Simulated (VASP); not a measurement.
OSZICAR of a VASP run on Sc (hcp):

OSZICAR:
```
       N       E                     dE             d eps       ncg     rms          rms(c)
DAV:   1     0.378990939939E+03    0.37899E+03   -0.10739E+04  1920   0.147E+03
DAV:   2     0.769784070490E+01   -0.37129E+03   -0.36559E+03  2716   0.657E+02
DAV:   3    -0.144317307636E+02   -0.22130E+02   -0.21568E+02  3220   0.182E+02
DAV:   4    -0.147748800761E+02   -0.34315E+00   -0.33767E+00  2940   0.223E+01
DAV:   5    -0.147806965670E+02   -0.58165E-02   -0.58039E-02  3243   0.277E+00    0.782E+00
DAV:   6    -0.133710462478E+02    0.14097E+01   -0.32835E+00  2410   0.233E+01    0.228E+00
DAV:   7    -0.131944445249E+02    0.17660E+00   -0.78755E-01  2501   0.103E+01    0.873E-01
DAV:   8    -0.131830489158E+02    0.11396E-01   -0.36679E-02  2571   0.286E+00    0.280E-01
DAV:   9    -0.131809845935E+02    0.20643E-02   -0.11503E-02  2494   0.127E+00    0.213E-02
DAV:  10    -0.131810045176E+02   -0.19924E-04   -0.13917E-04  3182   0.188E-01    0.865E-03
DAV:  11    -0.131810021733E+02    0.23444E-05   -0.42611E-06  2198   0.239E-02    0.273E-03
DAV:  12    -0.131810037117E+02   -0.15385E-05   -0.85007E-07  1702   0.145E-02    0.105E-03
DAV:  13    -0.131810036231E+02    0.88595E-07   -0.14830E-07  1261   0.797E-03
   1 F= -.13181004E+02 E0= -.13181415E+02  d E =-.131810E+02
       N       E                     dE             d eps       ncg     rms          rms(c)
DAV:   1    -0.141698925965E+02   -0.98889E+00   -0.29176E+01  2432   0.892E+01    0.684E+00
DAV:   2    -0.133081545920E+02    0.86174E+00   -0.22451E+00  2488   0.218E+01    0.216E+00
DAV:   3    -0.132136613536E+02    0.94493E-01   -0.45375E-01  2543   0.899E+00    0.941E-01
DAV:   4    -0.132116201405E+02    0.20412E-02   -0.24944E-02  2972   0.226E+00    0.207E-01
DAV:   5    -0.132109080124E+02    0.71213E-03   -0.46688E-03  2642   0.946E-01    0.319E-02
DAV:   6    -0.132109082105E+02   -0.19818E-06   -0.13887E-04  3110   0.191E-01    0.663E-03
DAV:   7    -0.132109089662E+02   -0.75561E-06   -0.44951E-06  2522   0.314E-02
   2 F= -.13210909E+02 E0= -.13211570E+02  d E =-.299053E-01
       N       E                     dE             d eps       ncg     rms          rms(c)
DAV:   1    -0.132229302730E+02   -0.12022E-01   -0.35297E-01  2446   0.984E+00    0.739E-01
DAV:   2    -0.132124222306E+02    0.10508E-01   -0.30098E-02  2520   0.247E+00    0.224E-01
DAV:   3    -0.132114379906E+02    0.98424E-03   -0.48732E-03  2701   0.940E-01    0.930E-02
DAV:   4    -0.132114053201E+02    0.32671E-04   -0.25972E-04  3003   0.226E-01    0.190E-02
DAV:   5    -0.132113991677E+02    0.61524E-05   -0.49611E-05  2578   0.969E-02    0.375E-03
DAV:   6    -0.132113993377E+02   -0.17001E-06   -0.11152E-06  1226   0.222E-02
   3 F= -.13211399E+02 E0= -.13212046E+02  d E =-.303957E-01
       N       E                     dE             d eps       ncg     rms          rms(c)
DAV:   1    -0.132167144417E+02   -0.53153E-02   -0.60172E-01  2067   0.165E+01    0.518E-01
DAV:   2    -0.132152865583E+02    0.14279E-02   -0.43234E-02  2999   0.358E+00    0.321E-01
DAV:   3    -0.132129109913E+02    0.23756E-02   -0.74843E-03  3522   0.124E+00    0.468E-02
DAV:   4    -0.132128836847E+02    0.27307E-04   -0.38171E-04  2816   0.299E-01    0.263E-02
DAV:   5    -0.132128784113E+02    0.52734E-05   -0.16227E-05  2785   0.709E-02    0.940E-03
DAV:   6    -0.132128788762E+02   -0.46484E-06   -0.13902E-06  1279   0.195E-02
   4 F= -.13212879E+02 E0= -.13213546E+02  d E =-.147954E-02
       N       E                     dE             d eps       ncg     rms          rms(c)
DAV:   1    -0.132134674039E+02   -0.58899E-03   -0.74723E-02  2081   0.583E+00    0.182E-01
DAV:   2    -0.132132975124E+02    0.16989E-03   -0.53885E-03  3006   0.126E+00    0.113E-01
DAV:   3    -0.132130044540E+02    0.29306E-03   -0.94007E-04  3490   0.441E-01    0.168E-02
DAV:   4    -0.132130002968E+02    0.41571E-05   -0.49709E-05  2800   0.109E-01    0.935E-03
DAV:   5    -0.132129998649E+02    0.43195E-06   -0.15537E-06  1150   0.256E-02
   5 F= -.13213000E+02 E0= -.13213642E+02  d E =-.160053E-02
       N       E                     dE             d eps       ncg     rms          rms(c)
DAV:   1    -0.132130120094E+02   -0.11713E-04   -0.20009E-03  2053   0.957E-01    0.295E-02
DAV:   2    -0.132130076227E+02    0.43867E-05   -0.14472E-04  2992   0.206E-01    0.184E-02
DAV:   3    -0.132130003324E+02    0.72903E-05   -0.25600E-05  3498   0.726E-02    0.292E-03
DAV:   4    -0.132130000445E+02    0.28789E-06   -0.11055E-06  1002   0.185E-02
   6 F= -.13213000E+02 E0= -.13213636E+02  d E =-.160071E-02
       N       E                     dE             d eps       ncg     rms          rms(c)
DAV:   1    -0.132130035617E+02   -0.32293E-05   -0.47868E-04  2018   0.468E-01    0.142E-02
DAV:   2    -0.132130029030E+02    0.65869E-06   -0.34189E-05  2922   0.997E-02    0.878E-03
DAV:   3    -0.132130008726E+02    0.20305E-05   -0.54931E-06  2578   0.344E-02    0.126E-03
DAV:   4    -0.132130009165E+02   -0.43964E-07   -0.35374E-07   960   0.127E-02
   7 F= -.13213001E+02 E0= -.13213640E+02  d E =-.160158E-02
       N       E                     dE             d eps       ncg     rms          rms(c)
DAV:   1    -0.132134818413E+02   -0.48097E-03   -0.14082E-02  2439   0.188E+00    0.149E-01
DAV:   2    -0.132130521704E+02    0.42967E-03   -0.12186E-03  2472   0.495E-01    0.449E-02
DAV:   3    -0.132130127880E+02    0.39382E-04   -0.20197E-04  2653   0.190E-01    0.187E-02
DAV:   4    -0.132130109735E+02    0.18144E-05   -0.10869E-05  2676   0.460E-02    0.411E-03
DAV:   5    -0.132130106665E+02    0.30698E-06   -0.19338E-06  1275   0.220E-02
   8 F= -.13213011E+02 E0= -.13213654E+02  d E =-.975001E-05
```

### Question
Which electronic solver shows in the log?

### Answer
It is blocked Davidson (ALGO = Normal, or the opening steps of other solvers). The INCAR had ALGO = Normal.

### Question
Can the final energy be trusted as converged?

### Answer
The run converged. It stopped with EDIFF = 1E-6, NELM = 100, NSW = 60 and EDIFFG = -0.01 after 8 ionic steps (PBEsol GGA, plane waves, VASP's PBE PAW potentials (set 64)). Energy and stress use the plane-wave basis of the starting cell.

The compound is Sc in the hcp structure. This run relaxes it. Symmetry was kept, so distortions that lower it aren't found.
